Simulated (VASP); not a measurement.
All values below come from PBE GGA, VASP's PBE PAW potentials (set 64) (plane waves; VASP 6.6.1).

VASP ran on this input.

File POSCAR:
```
TiC
1
    0.0000000000     2.1400035635     2.1400035635
    2.1400035635     0.0000000000     2.1400035635
    2.1400035635     2.1400035635     0.0000000000
Ti C
1 1
Direct
  0.0000000000   0.0000000000   0.0000000000
  0.5000000000   0.5000000000   0.5000000000
```

INCAR:
```
NELM = 100   # most electronic steps
ALGO = Normal   # blocked Davidson
LWAVE = .FALSE.
EDIFFG = -0.02
LCHARG = .FALSE.
EDIFF = 1E-6   # SCF stop (eV)
NSW = 40
PSTRESS = 200   # kbar
ENCUT = 620
SYSTEM = TiC
LMAXMIX = 4
ISMEAR = 1
GGA = PE   # PBE
ISIF = 3
LREAL = .FALSE.   # projection in real space or not
PREC = Accurate
IBRION = 2   # conjugate gradients
LASPH = .TRUE.   # aspherical one-centre terms
SIGMA = 0.1   # width (eV)
```

### KPOINTS
```
Automatic mesh
0
Gamma
15 15 15
0 0 0
```

POTCAR, in this order: Ti_sv C (PBE.64 set). Program: vasp_std.

Output of the run:

**OSZICAR**
```
       N       E                     dE             d eps       ncg     rms          rms(c)
DAV:   1     0.132119784284E+03    0.13212E+03   -0.95131E+03  2880   0.182E+03
DAV:   2    -0.127794527857E+02   -0.14490E+03   -0.13805E+03  2980   0.412E+02
DAV:   3    -0.236699462622E+02   -0.10890E+02   -0.10472E+02  3832   0.104E+02
DAV:   4    -0.241846721193E+02   -0.51473E+00   -0.51389E+00  3724   0.218E+01
DAV:   5    -0.242009879419E+02   -0.16316E-01   -0.16320E-01  3928   0.357E+00    0.195E+01
DAV:   6    -0.192504861276E+02    0.49505E+01   -0.30559E+01  3384   0.708E+01    0.690E+00
DAV:   7    -0.187113300960E+02    0.53916E+00   -0.42238E+00  3392   0.273E+01    0.520E+00
DAV:   8    -0.186823217327E+02    0.29008E-01   -0.15744E-01  3044   0.559E+00    0.270E+00
DAV:   9    -0.186901494409E+02   -0.78277E-02   -0.99385E-02  3360   0.381E+00    0.830E-01
DAV:  10    -0.186870503820E+02    0.30991E-02   -0.15203E-02  3920   0.184E+00    0.483E-01
DAV:  11    -0.186862516643E+02    0.79872E-03   -0.45821E-03  3180   0.104E+00    0.954E-02
DAV:  12    -0.186862139009E+02    0.37763E-04   -0.40521E-04  3100   0.330E-01    0.271E-02
DAV:  13    -0.186861989920E+02    0.14909E-04   -0.31629E-05  4260   0.861E-02    0.747E-03
DAV:  14    -0.186861980019E+02    0.99008E-06   -0.11598E-06  1952   0.128E-02
   1 F= -.16239429E+02 E0= -.16239342E+02  d E =-.162394E+02
       N       E                     dE             d eps       ncg     rms          rms(c)
DAV:   1    -0.197099601514E+02   -0.10238E+01   -0.31145E+01  2936   0.904E+01    0.116E+01
DAV:   2    -0.185348728141E+02    0.11751E+01   -0.42338E+00  3068   0.364E+01    0.296E+00
DAV:   3    -0.183923526894E+02    0.14252E+00   -0.63311E-01  3472   0.752E+00    0.114E+00
DAV:   4    -0.183984523639E+02   -0.60997E-02   -0.25277E-01  3296   0.530E+00    0.763E-01
DAV:   5    -0.184170141817E+02   -0.18562E-01   -0.24294E-02  3472   0.188E+00    0.236E-01
DAV:   6    -0.184272014598E+02   -0.10187E-01   -0.24576E-02  4044   0.916E-01    0.263E-01
DAV:   7    -0.184282813467E+02   -0.10799E-02   -0.18014E-03  3228   0.425E-01    0.783E-02
DAV:   8    -0.184282796444E+02    0.17022E-05   -0.20859E-04  3696   0.195E-01    0.347E-02
DAV:   9    -0.184283092334E+02   -0.29589E-04   -0.27797E-05  3380   0.594E-02    0.110E-02
DAV:  10    -0.184283111287E+02   -0.18953E-05   -0.51266E-06  3692   0.142E-02    0.109E-02
DAV:  11    -0.184283137193E+02   -0.25906E-05   -0.35620E-06  2816   0.184E-02    0.188E-03
DAV:  12    -0.184283138418E+02   -0.12243E-06   -0.42388E-07  1616   0.511E-03
   2 F= -.16193193E+02 E0= -.16193208E+02  d E =0.462368E-01
       N       E                     dE             d eps       ncg     rms          rms(c)
DAV:   1    -0.192151577729E+02   -0.78684E+00   -0.13415E+01  2928   0.632E+01    0.825E+00
DAV:   2    -0.187268253855E+02    0.48833E+00   -0.33249E+00  3208   0.285E+01    0.233E+00
DAV:   3    -0.186062870231E+02    0.12054E+00   -0.47325E-01  3356   0.811E+00    0.852E-01
DAV:   4    -0.186127439256E+02   -0.64569E-02   -0.13119E-01  3136   0.351E+00    0.498E-01
DAV:   5    -0.186257024190E+02   -0.12958E-01   -0.17382E-02  3892   0.106E+00    0.221E-01
DAV:   6    -0.186288349552E+02   -0.31325E-02   -0.75051E-03  4096   0.521E-01    0.129E-01
DAV:   7    -0.186290817427E+02   -0.24679E-03   -0.15764E-03  3592   0.344E-01    0.872E-02
DAV:   8    -0.186290844024E+02   -0.26597E-05   -0.28188E-04  3064   0.189E-01    0.166E-02
DAV:   9    -0.186291006138E+02   -0.16211E-04   -0.18080E-05  3444   0.424E-02    0.980E-03
DAV:  10    -0.186291006277E+02   -0.13881E-07   -0.14181E-05  3332   0.215E-02    0.100E-02
DAV:  11    -0.186291007363E+02   -0.10857E-06   -0.24965E-06  2756   0.196E-02
   3 F= -.16259697E+02 E0= -.16259644E+02  d E =-.202674E-01
```

**OUTCAR**
```
------------------------ aborting loop because EDIFF is reached ----------------------------------------
  FORCE on cell =-STRESS in cart. coord.  units (eV):
  Direction    XX          YY          ZZ          XY          YZ          ZX
  --------------------------------------------------------------------------------------
  Total        2.3490353      2.3490353      2.3490353     -0.0000000      0.0000000      0.0000000
  in kB      198.2806948    198.2806948    198.2806948     -0.0000000      0.0000000      0.0000000
  external PRESSURE =      -1.7193052 kB  Pullay stress =     200.0000000 kB
  volume of cell :       18.98
      direct lattice vectors                 reciprocal lattice vectors
     0.000000000  2.117206572  2.117206572    -0.236160234  0.236160234  0.236160234
     2.117206572 -0.000000000  2.117206572     0.236160234 -0.236160234  0.236160234
     2.117206572  2.117206572  0.000000000     0.236160234  0.236160234 -0.236160234
 POSITION                                       TOTAL-FORCE (eV/Angst)
 -----------------------------------------------------------------------------------
      0.00000      0.00000      0.00000        -0.000000      0.000000      0.000000
      2.11721      2.11721      2.11721         0.000000     -0.000000     -0.000000
 -----------------------------------------------------------------------------------
    total drift:                               -0.000000      0.000000      0.000000
  FREE ENERGIE OF THE ION-ELECTRON SYSTEM (eV)
  ---------------------------------------------------
  free  energy   TOTEN  =       -18.6291007363 eV

  energy  without entropy=      -18.6289421224  energy(sigma->0) =      -18.62904786
  enthalpy is  TOTEN    =       -16.2596967791 eV   P V=        2.3694039572

 reached required accuracy - stopping structural energy minimisation
```
(Selected blocks of OUTCAR.)

**CONTCAR**
```
TiC
   1.00000000000000
     0.0000000000000000    2.1172065724565292    2.1172065724565292
     2.1172065724565292   -0.0000000000000000    2.1172065724565292
     2.1172065724565292    2.1172065724565292    0.0000000000000000
  Ti              C
     1     1
Direct
     0.0000000000000000    0.0000000000000000    0.0000000000000000
     0.5000000000000000    0.5000000000000000    0.5000000000000000
```

Energy and stress use the plane-wave basis of the starting cell.

The compound is TiC in the rock salt structure. This run relaxes it under an external pressure of 20 GPa. Symmetry was kept, so distortions that lower it aren't found.
